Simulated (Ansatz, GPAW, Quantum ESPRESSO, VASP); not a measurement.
# Sr (P-1, 2 atoms in the cell) computed with different codes at matched settings

Self-consistent single point, at a second geometry (atoms moved at random). First geometry:

```
Sr
1.0
    4.25862     0.00000     0.00000
   -2.12931     3.68807     0.00000
    0.00000     0.00000     6.97482
Sr
2
Direct
  0.33333   0.66667   0.25000
  0.66667   0.33333   0.75000
```

Second geometry:
```yaml
crystal:
  lattice:
    - [4.25862, 0.00000, 0.00000]
    - [-2.12931, 3.68807, 0.00000]
    - [0.00000, 0.00000, 6.97482]
  atoms:
    - { symbol: Sr, position: [0.33089, 0.67560, 0.25214] }
    - { symbol: Sr, position: [0.66911, 0.32440, 0.74786] }
```

Shared settings, as Ansatz (an electronic-structure program) writes them: kpoints.mp_grid.grid = 12 12 7; scf.occupations.method = gaussian; scf.occupations.width = 0.272 eV. Potentials and cutoffs stand in the table.

```
code                                                              model  ΔF from the first geometry (meV/atom)  pressure (GPa)  largest force (eV/Å)   cutoff
----------------  -----------------------------------------------------  -------------------------------------  --------------  --------------------  -------
Ansatz                                  PBEsol, PAW files made with PBE                                    0.9           -0.50                 0.047  default
Quantum ESPRESSO   PBEsol, GBRV 1.5 ultrasoft (PBESOL) pseudopotentials                                    0.9           -0.51                 0.047    40 Ry
VASP                         PBEsol, VASP's PBE PAW potentials (set 64)                                    0.9           -0.55                 0.047   300 eV
GPAW              PBEsol, GPAW PAW datasets PBEsol (made by gpaw-setup)                                    0.9           -0.47                 0.048   550 eV
```

The spread over the programs that give each value: ΔF from the first geometry within 0.0 meV/atom; pressure within 0.08 GPa; largest force within 0.001 eV/Å.

Ansatz's pressure is given at a fixed set of plane waves, as the other plane-wave codes print theirs.

VASP's run is marked for a possible Pulay error in its stress at this cutoff; no cutoff test was made.

The starting cell comes from a database of computed structures (which also holds hypothetical and non-ambient phases and stackings), without a prior relaxation at this level. Its lattice was rescaled by a random factor within 2.5 % of one. For this run, on top of that: atoms moved at random.

Left out of this page: CP2K and SIESTA (not drawn, or without a comparable value).

Keys are those of Ansatz 0.2.
